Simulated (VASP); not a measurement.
All values below come from PBEsol GGA, VASP's PBE PAW potentials (set 64) (plane waves; VASP 6.6.1). Each cell was relaxed at this level, without spin-orbit coupling.

### Question
Which of these comes out without a gap?
A) Tl, P6_3/mmc (194)
B) KF, Fm-3m (225)
C) ZnSe, F-43m (216)
D) SiO2, P4_12_12 (92)

### Answer
A, Tl, P6_3/mmc (194). The others have gaps of 1.24 eV (ZnSe, F-43m (216)), 6.12 eV (KF, Fm-3m (225)), 5.56 eV (SiO2, P4_12_12 (92)).
